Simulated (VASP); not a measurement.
Data:

```
CELL_PARAMETERS angstrom
     -2.48887     2.48887     2.48887
      2.48887    -2.48887     2.48887
      2.48887     2.48887    -2.48887
ATOMIC_POSITIONS crystal
  Ba 0.00000 0.00000 0.00000
```

Calculation: PBE GGA with D3 dispersion (zero damping), VASP's PBE PAW potentials (set 64) (plane waves; VASP). Run with 520 eV cut-off, Gaussian smearing of 0.050 eV, potentials Ba_sv.

### Question
Give the energies of bands 5 to 8 at the high-symmetry points, in eV from the Fermi level.

### Answer

```tsv
band	Γ	H	N	P
5	-2.73	-0.54	-0.87	0.57
6	1.89	-0.54	0.72	0.57
7	1.89	4.50	1.35	0.57
8	1.89	4.50	3.29	3.98
```

It has no gap at this level: it comes out as a metal or semimetal.

The compound is Ba in the bcc structure. It was relaxed first.
